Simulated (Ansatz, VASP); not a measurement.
# MnSbSe2I in two plane-wave programs

Aim: how closely do two programs agree when they are given the same cell, functional and k mesh?

Method: plane waves, with VASP 6.6.1 beside it; single point at PBEsol, in Ansatz 0.2.0.

**1. Set-up**

Symmetry: C2/m, No. 12, monoclinic system. Conventional cell: a = 13.319 Å, b = 4.036 Å, c = 10.105 Å, α = 90.00°, β = 91.27°, γ = 90.00°. Nearest to I lie 2 Mn at 2.84 Å. Sb has 5 Se at 2.60 to 3.15 Å nearest. Se has 3 Sb at 2.60 to 3.15 Å and 2 Mn at 2.78 Å nearest. Nearest to Se lie 2 Mn at 2.66 to 2.77 Å and 2 Sb at 2.73 Å. Mn has 2 Se at 2.77 Å and 4 I at 2.84 Å nearest. Nearest to Mn lie 6 Se at 2.66 to 2.78 Å. Farther neighbours and most contacts between anions are not listed.

As a file:

```xyz
10
Lattice="6.6595 -2.0179 0.0000 6.6595 2.0179 0.0000 -0.2240 0.0000 10.1025" Properties=species:S:1:pos:R:3 pbc="T T T"
I     8.2727    0.0000    9.3236
I     4.8223    0.0000    0.7789
Sb    9.3346    0.0000    3.1847
Sb    3.7604    0.0000    6.9178
Se    8.3853    0.0000    5.6046
Se    4.7098    0.0000    4.4979
Se   12.1616    0.0000    7.4960
Se    0.9334    0.0000    2.6066
Mn    0.0000    0.0000    0.0000
Mn   -0.1120    0.0000    5.0513
```

**2. VASP: single point, PBEsol**

With cell and atoms fixed, the geometry can't cause a difference; cores, projectors, grids and the points listed under the comparison can.

Lines of VASP's logs that name or quote its potential files are left out, and so is its time.

Input file INCAR:

```
SYSTEM = MnSbSe2I
PREC = Normal
ENCUT = 350
EDIFF = 1E-06
NELM = 150
ISMEAR = 0
SIGMA = 0.05
LREAL = .FALSE.
ALGO = Normal
GGA = PS
NBANDS = 47
LORBIT = 11
LWAVE = .FALSE.
LCHARG = .FALSE.
KPAR = 2
AMIX = 0.2
BMIX = 1E-04
AMIX_MAG = 0.8
BMIX_MAG = 1E-04
```

Input file POSCAR:

```
MnSbSe2I
1.0
    6.6595000000     -2.0179500000      0.0000000000
    6.6595000000      2.0179500000      0.0000000000
   -0.2239658708      0.0000000000     10.1025177203
I Sb Se Mn
2 2 4 2
Direct
    0.6366400000      0.6366400000      0.9229000000
    0.3633600000      0.3633600000      0.0771000000
    0.7061500000      0.7061500000      0.3152400000
    0.2938500000      0.2938500000      0.6847600000
    0.6389000000      0.6389000000      0.5547700000
    0.3611000000      0.3611000000      0.4452300000
    0.9255800000      0.9255800000      0.7419900000
    0.0744200000      0.0744200000      0.2580100000
    0.0000000000      0.0000000000      0.0000000000
    0.0000000000      0.0000000000      0.5000000000
```

Input file KPOINTS:

```
Automatic mesh
0
Gamma
5 5 2
0 0 0
```

The projector-augmented-wave data sets are I, Sb, Se and Mn_pv (PBE family, release 64).

Command:

```sh
$ mpirun -np 2 vasp_std
```

Numbers of over 12 decimals in the logs are rounded to 6 here.

The program printed:

```text
[banner, memory and clock lines left out]
running    2 mpi-ranks, on    1 nodes
 distrk:  each k-point on    1 cores,    2 groups
 distr:  one band on    1 cores,    1 groups

 POSCAR found type information on POSCAR I SbSeMn
 POSCAR found :  4 types and      10 ions
|                                                                             |
|               ----> ADVICE to this user running VASP <----                  |
|                                                                             |
|     You enforced a specific xc type in the INCAR file but a different       |
|     [... a line on the potential file left out ...]
|     I HOPE YOU KNOW WHAT YOU ARE DOING!                                     |
|                                                                             |

 LDA part: xc-table for (Slater+PW92), standard interpolation
 POSCAR, INCAR and KPOINTS ok, starting setup
 FFT: planning ... GRIDC
 FFT: planning ... GRID_SOFT
 FFT: planning ... GRID
 WAVECAR not read
 entering main loop
       N       E                     dE             d eps       ncg     rms          rms(c)
DAV:   1     0.464967639732E+03    0.46497E+03   -0.27714E+04  1956   0.103E+03
DAV:   2     0.131372519259E+01   -0.46365E+03   -0.44451E+03  1873   0.271E+02
DAV:   3    -0.474647296592E+02   -0.48778E+02   -0.47264E+02  2097   0.850E+01
DAV:   4    -0.492662427508E+02   -0.18015E+01   -0.17579E+01  2170   0.158E+01
DAV:   5    -0.493082140496E+02   -0.41971E-01   -0.41878E-01  2148   0.269E+00    0.204E+01
DAV:   6    -0.579191549081E+02   -0.86109E+01   -0.10548E+02  2122   0.406E+01    0.382E+01
DAV:   7    -0.507146902532E+02    0.72045E+01   -0.38857E+01  2148   0.566E+01    0.419E+01
DAV:   8    -0.471855915575E+02    0.35291E+01   -0.64709E+01  2158   0.176E+01    0.218E+01
DAV:   9    -0.460917863442E+02    0.10938E+01   -0.14984E+01  2031   0.743E+00    0.126E+01
DAV:  10    -0.457978793547E+02    0.29391E+00   -0.50015E-01  2146   0.260E+00    0.841E+00
DAV:  11    -0.458459116402E+02   -0.48032E-01   -0.22624E+00  2096   0.245E+00    0.817E+00
DAV:  12    -0.457816523268E+02    0.64259E-01   -0.10166E+00  1973   0.147E+00    0.421E+00
DAV:  13    -0.458121373137E+02   -0.30485E-01   -0.67501E-01  2003   0.102E+00    0.502E+00
DAV:  14    -0.457955514078E+02    0.16586E-01   -0.20206E-01  2126   0.730E-01    0.133E+00
[...]
DAV:  26    -0.457958716804E+02   -0.15836E-04   -0.15504E-04  1429   0.184E-02    0.948E-02
DAV:  27    -0.457958575300E+02    0.14150E-04   -0.97012E-05  1205   0.128E-02    0.175E-02
DAV:  28    -0.457958643347E+02   -0.68047E-05   -0.46230E-05  1172   0.106E-02    0.574E-02
DAV:  29    -0.457958591935E+02    0.51412E-05   -0.27556E-05  1011   0.733E-03    0.885E-03
DAV:  30    -0.457958618836E+02   -0.26901E-05   -0.13220E-05   947   0.588E-03    0.368E-02
DAV:  31    -0.457958598687E+02    0.20149E-05   -0.76867E-06   867   0.405E-03    0.802E-03
DAV:  32    -0.457958610433E+02   -0.11746E-05   -0.36298E-06   867   0.324E-03    0.250E-02
DAV:  33    -0.457958602338E+02    0.80943E-06   -0.22567E-06   867   0.222E-03
   1 F= -.45795860E+02 E0= -.45774046E+02  d E =-.436290E-01
```

OUTCAR, selected parts (step 2):

```text
ion  position               nearest neighbor table
   1  0.637  0.637  0.923-   9 2.84   9 2.84
   2  0.363  0.363  0.077-   9 2.84   9 2.84
   3  0.706  0.706  0.315-   5 2.60   8 2.73   8 2.73   6 3.15   6 3.15
   4  0.294  0.294  0.685-   6 2.60   7 2.73   7 2.73   5 3.15   5 3.15
   5  0.639  0.639  0.555-   3 2.60  10 2.78  10 2.78   4 3.15   4 3.15
   6  0.361  0.361  0.445-   4 2.60  10 2.78  10 2.78   3 3.15   3 3.15
   7  0.926  0.926  0.742-  10 2.66   4 2.73   4 2.73   9 2.77
   8  0.074  0.074  0.258-  10 2.66   3 2.73   3 2.73   9 2.77
   9  0.000  0.000  0.000-   7 2.77   8 2.77   1 2.84   1 2.84   2 2.84   2 2.84
  10  0.000  0.000  0.500-   7 2.66   8 2.66   5 2.78   5 2.78   6 2.78   6 2.78

  LATTYP: Found a base centered monoclinic cell.
 ALAT       =    13.3190000000
 B/A-ratio  =     0.3030182446
 C/A-ratio  =     0.7586905924
 COS(beta)  =    -0.0221638665

 Subroutine GETGRP returns: Found  4 space group operations
 (whereof  4 operations were pure point group operations)

The static configuration has the point symmetry C_2h.

 Found     18 irreducible k-points:

   k-points           NKPTS =     18   k-points in BZ     NKDIM =     18   number of bands    NBANDS=     47

   dimension x,y,z NGX =    32 NGY =   32 NGZ =   48
   dimension x,y,z NGXF=    64 NGYF=   64 NGZF=   96

   ENCUT  =  350.0 eV  25.72 Ry    5.07 a.u.  10.61 10.61 15.41*2*pi/ulx,y,z

   NELECT =      74.0000    total number of electrons

 k-points in reciprocal lattice and weights: Automatic mesh
   0.00000000  0.00000000  0.00000000       0.020
   0.20000000  0.00000000 -0.00000000       0.080
   0.40000000  0.00000000  0.00000000       0.080
   0.20000000  0.20000000 -0.00000000       0.040
   0.40000000  0.20000000 -0.00000000       0.080
  -0.40000000  0.20000000 -0.00000000       0.080
  -0.20000000  0.20000000  0.00000000       0.040
   0.40000000  0.40000000  0.00000000       0.040
  -0.40000000  0.40000000  0.00000000       0.040
[...]
0.40000000  0.40000000  0.50000000       0.040
  -0.40000000  0.40000000  0.50000000       0.040

 average (electrostatic) potential at core
       1 -91.2532       2 -91.2532       3 -88.5426       4 -88.5426       5 -53.7810
       6 -53.7810       7 -53.9249       8 -53.9249       9 -69.2111      10 -69.1751

 E-fermi :   4.9253

 k-point     1 :       0.0000    0.0000    0.0000
  band No.  band energies     occupation
    ...
     34       4.5807      2.00000
     35       4.6990      2.00000
     36       4.8171      1.99779
     37       4.8233      1.99610
     38       4.9229      1.05400
     39       5.0940      0.00000
     40       5.2534      0.00000
     41       5.5741      0.00000
     42       5.6169      0.00000
     43       5.6747      0.00000
    ...

 k-point     2 :       0.2000    0.0000   -0.0000
  band No.  band energies     occupation
    ...
     33       4.7116      2.00000
     34       4.7545      2.00000
     35       4.7811      1.99995
     36       4.8626      1.92406
     37       4.8706      1.87865
     38       4.9621      0.29834
     39       5.2770      0.00000
     40       5.4620      0.00000
     41       5.6055      0.00000
     42       5.9771      0.00000
    ...

 k-point     3 :       0.4000    0.0000    0.0000
  band No.  band energies     occupation
    ...
     34       4.6673      2.00000
     35       4.7576      2.00000
     36       4.9004      1.51923
     37       4.9144      1.24381
     38       4.9381      0.71796
     39       5.0806      0.00001
     40       5.5819      0.00000
     41       5.6629      0.00000
     42       5.9944      0.00000
     43       6.4649      0.00000
    ...

  Total      -11.8223542    -13.2270659    -13.6042576      0.0000000      0.0000000     -0.0970166
  in kB      -69.7594276    -78.0481219    -80.2737938      0.0000000      0.0000000     -0.5724596
  external PRESSURE =     -76.0271144 kB  Pullay stress =       0.0000000 kB

  energy-cutoff  :      350.00
  volume of cell :      271.53
      direct lattice vectors                 reciprocal lattice vectors
     6.659500000 -2.017950000  0.000000000     0.075080712 -0.247776209  0.001664488
     6.659500000  2.017950000  0.000000000     0.075080712  0.247776209  0.001664488
    -0.223965871  0.000000000 10.102517720     0.000000000  0.000000000  0.098985226

 POSITION                                       TOTAL-FORCE (eV/Angst)
 -----------------------------------------------------------------------------------
      8.27271      0.00000      9.32361        -1.275027      0.000000      0.686347
      4.82232      0.00000      0.77890         1.275027      0.000000     -0.686347
      9.33461      0.00000      3.18472         0.362233      0.000000     -0.351782
      3.76043      0.00000      6.91780        -0.362233      0.000000      0.351782
      8.38526      0.00000      5.60457        -1.384280      0.000000     -0.229200
      4.70977      0.00000      4.49794         1.384280      0.000000      0.229200
     12.16162      0.00000      7.49597         0.921366      0.000000     -0.067049
      0.93341      0.00000      2.60655        -0.921366      0.000000      0.067049
      0.00000      0.00000      0.00000         0.000000      0.000000      0.000000
     -0.11198      0.00000      5.05126         0.000000      0.000000      0.000000
 -----------------------------------------------------------------------------------
    total drift:                               -0.000000     -0.000000      0.000000

  FREE ENERGIE OF THE ION-ELECTRON SYSTEM (eV)
  ---------------------------------------------------
  free  energy   TOTEN  =       -45.7958602338 eV

  energy  without entropy=      -45.7522311901  energy(sigma->0) =      -45.77404571

 total charge
# of ion       s       p       d       tot
------------------------------------------
    1        1.511   2.700   0.024   4.235
    2        1.511   2.700   0.024   4.235
    3        1.274   0.979   0.054   2.307
    4        1.274   0.979   0.054   2.307
    5        1.477   2.251   0.034   3.762
    6        1.477   2.251   0.034   3.762
    7        1.472   2.250   0.037   3.759
    8        1.472   2.250   0.037   3.759
    9        0.196   6.130   5.093  11.419
   10        0.202   6.128   5.090  11.420
--------------------------------------------------
tot         11.866  28.617  10.481  50.964

[... 3 further parts left out ...]
```

This run has no spin polarisation, although Mn can carry a moment.

[end of part 1 of 2]

[Lines on the potential files, build, host, timing and source positions are cut from VASP's logs without a mark.]

[Logs are printed without paths, hosts, clocks, repeated set-up lines and the standing remarks that a program may print on its own settings, such as how far it seeks lower states.]

[Hosts, paths, dates, database ids (printed as entryN), source tags and the programs' standing remarks are cut or masked in the printed files.]
